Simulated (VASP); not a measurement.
VASP runs on BeSe (zinc blende) share one base input (PBE GGA, plane waves, VASP's PBE PAW potentials (set 64)) and change the settings named in each case.

**POSCAR**
```
BeSe
1
    0.0000000000     2.5700000000     2.5700000000
    2.5700000000     0.0000000000     2.5700000000
    2.5700000000     2.5700000000     0.0000000000
Be Se
1 1
Direct
  0.0000000000   0.0000000000   0.0000000000
  0.2500000000   0.2500000000   0.2500000000
```

INCAR:
```
SYSTEM=BeSe
PREC=Accurate; ENCUT=400; LREAL=.FALSE.
LASPH=.TRUE.
EDIFF=1E-6; NELM=100; ALGO=Normal
LMAXMIX=4
ISMEAR=0; SIGMA=0.05
GGA=PE
ISIF=2
LWAVE=.FALSE.; LCHARG=.FALSE.
```

File KPOINTS:
```
Automatic mesh
0
Gamma
8 8 8
0 0 0
```

POTCAR, in this order: Be Se (PBE.64 set). Program: vasp_std.

| change | E(σ→0) (eV/atom) | irreducible k-points |
|---|---|---|
| base run | -4.4267 | 29 |
| KGAMMA = .FALSE., KSPACING = 0.2, KPOINTS file removed | -4.4269 | 56 |
| KGAMMA = .TRUE., KSPACING = 0.4, KPOINTS file removed | ? | 16 |
| KGAMMA = .TRUE., KSPACING = 0.25, KPOINTS file removed | -4.4268 | 35 |
| KGAMMA = .FALSE., KSPACING = 0.6, KPOINTS file removed | -4.4267 | 10 |
| KGAMMA = .FALSE., KSPACING = 0.3, KPOINTS file removed | -4.4269 | 60 |

### Question
What belongs in the gaps?

### Answer

- KGAMMA = .TRUE., KSPACING = 0.4, KPOINTS file removed, E(σ→0) (eV/atom): -4.4247

Left out are runs that ran out of time, are held back, or changed the cell or the kind of run, fixed moments of cells without a moment, rows past the twelfth, gaps on odd meshes, pressures of charged cells and columns that move by less than the noise.

The compound is BeSe in the zinc blende structure. The cell was not relaxed at this level.
